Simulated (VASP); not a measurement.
MgZn (space group Pmma): computed properties

The numbers are results of PBEsol GGA, VASP's PBE PAW potentials (set 64) (plane waves; VASP), not measurements.

| Property | Value |
|---|---|
| space group | Pmma (51) |
| cell | a = 4.6102 Å, b = 3.0574 Å, c = 4.8497 Å, α = 90.00°, β = 90.00°, γ = 90.00° |
| volume per atom | 17.09 Å³/atom |
| band gap (over mesh and band path) | none (metal, semimetal or under 0.01 eV) |
| density | 4.36 g/cm³ |

MgZn has the orthorhombic space group Pmma (No. 51), Pearson symbol oP4. Cell: a = 4.6102 Å, b = 3.0574 Å, c = 4.8497 Å, α = 90.00°, β = 90.00°, γ = 90.00°. Mg on 2f is surrounded by 8 Zn at 2.797–2.936 Å and 4 Mg at 2.994–3.057 Å. Zn on 2e is surrounded by 8 Mg at 2.797–2.936 Å and 2 Zn at 2.892 Å and 2 Zn at 3.057 Å. (Neighbours: up to the widest gap in distance over summed covalent radii, below 1.35, at either atom.)

The structure comes from a computed database's MgZn entry (Pmma); how it stands against other phases isn't given here. It was relaxed first. Symmetry was kept, so distortions that lower it aren't found.
